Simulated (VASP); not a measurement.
Output of a VASP run:

**OSZICAR**
```
       N       E                     dE             d eps       ncg     rms          rms(c)
DAV:   1     0.467302901570E+02    0.46730E+02   -0.60020E+03  2432   0.929E+02
DAV:   2    -0.115506664746E+02   -0.58281E+02   -0.53924E+02  2616   0.176E+02
DAV:   3    -0.130532934723E+02   -0.15026E+01   -0.14855E+01  2848   0.277E+01
DAV:   4    -0.130657174406E+02   -0.12424E-01   -0.12417E-01  2708   0.296E+00
DAV:   5    -0.130659136492E+02   -0.19621E-03   -0.19620E-03  2884   0.393E-01    0.858E+00
DAV:   6    -0.119626256465E+02    0.11033E+01   -0.62394E+00  2520   0.279E+01    0.407E+00
DAV:   7    -0.118898605222E+02    0.72765E-01   -0.29467E-01  2400   0.632E+00    0.184E+00
DAV:   8    -0.118632624837E+02    0.26598E-01   -0.28979E-02  2632   0.130E+00    0.405E-01
DAV:   9    -0.118621707084E+02    0.10918E-02   -0.38633E-03  2584   0.740E-01    0.189E-01
DAV:  10    -0.118623230860E+02   -0.15238E-03   -0.27472E-04  2468   0.132E-01    0.352E-02
DAV:  11    -0.118623192336E+02    0.38523E-05   -0.10513E-05  2740   0.275E-02    0.128E-02
DAV:  12    -0.118623215446E+02   -0.23110E-05   -0.41955E-06  2424   0.144E-02    0.409E-03
DAV:  13    -0.118623216394E+02   -0.94848E-07   -0.48656E-07  1700   0.665E-03
   1 F= -.11862322E+02 E0= -.11861650E+02  d E =-.134301E-02
```

File OUTCAR:
```
------------------------ aborting loop because EDIFF is reached ----------------------------------------
  FORCE on cell =-STRESS in cart. coord.  units (eV):
  Direction    XX          YY          ZZ          XY          YZ          ZX
  --------------------------------------------------------------------------------------
  Total       -0.5360550     -0.3796862     -0.5270200      0.0000000      0.0000000      0.0000000
  in kB      -15.1487266    -10.7298001    -14.8934012      0.0000000      0.0000000      0.0000000
  external PRESSURE =     -13.5906426 kB  Pullay stress =       0.0000000 kB
  volume of cell :       56.69
      direct lattice vectors                 reciprocal lattice vectors
     0.000000000  3.015547000  3.076829000    -0.163653640  0.165807397  0.162504969
     3.055233000  0.000000000  3.076829000     0.163653640 -0.165807397  0.162504969
     3.055233000  3.015547000  0.000000000     0.163653640  0.165807397 -0.162504969
 POSITION                                       TOTAL-FORCE (eV/Angst)
 -----------------------------------------------------------------------------------
      1.52762      1.50777      1.53841         0.207600      0.000000      0.000000
      4.58285      4.52332      4.61524         0.207600     -0.000000      0.000000
      0.06089      3.01555      3.07683        -0.415201      0.000000      0.000000
 -----------------------------------------------------------------------------------
    total drift:                               -0.000058     -0.000001     -0.000000
  FREE ENERGIE OF THE ION-ELECTRON SYSTEM (eV)
  ---------------------------------------------------
  free  energy   TOTEN  =       -11.8623216394 eV

  energy  without entropy=      -11.8609786310  energy(sigma->0) =      -11.86165014
```
(Selected blocks of OUTCAR.)

**POSCAR**
```
AuAl2
1
    0.0000000000     3.0155470000     3.0768290000
    3.0552330000     0.0000000000     3.0768290000
    3.0552330000     3.0155470000     0.0000000000
Al Au
2 1
Direct
  0.2500000000   0.2500000000   0.2500000000
  0.7500000000   0.7500000000   0.7500000000
 -0.0099650000   0.0099650000   0.0099650000
```

Question: Write an INCAR and KPOINTS that could have produced this output.

Answer: One answer among several that fit: the input of the run itself, PBE GGA, plane waves, VASP's PBE PAW potentials (set 64).

File KPOINTS:
```
Automatic
0
Gamma
 8 8 8
0 0 0
```

INCAR:
```
! general
SYSTEM   =  AuAl2
PREC     =  Accurate
ENCUT    =  400   ! plane-wave cut-off (eV)
LREAL    =  .False.
LASPH    =  .True.
NELECT   =  17.02

! electronic loop
EDIFF    =  1E-6
NELM     =  100   ! most electronic steps
ALGO     =  Normal
LMAXMIX  =  6   ! l cut-off of mixed one-centre charges

! smearing
ISMEAR   =  0   ! Gaussian
SIGMA    =  0.05   ! width (eV)

! functional
GGA      =  PE   ! PBE

! ions
ISIF     =  2   ! forces and stress, cell fixed

! output
LWAVE    =  .False.
LCHARG   =  .False.
```

POTCAR, in this order: Al Au (PBE.64 set). Program: vasp_std.

The cell is charged, with a uniform compensating background.

The compound is AuAl2 in the fluorite structure. The cell was not relaxed at this level, atoms are displaced from their ideal sites. The run is one of a series of settings (ISMEAR = 0, NELECT = 17.02, SIGMA = 0.05 against the base run), some of them coarse on purpose. The electron count is odd and the run is not spin-polarised, which forces a metal.
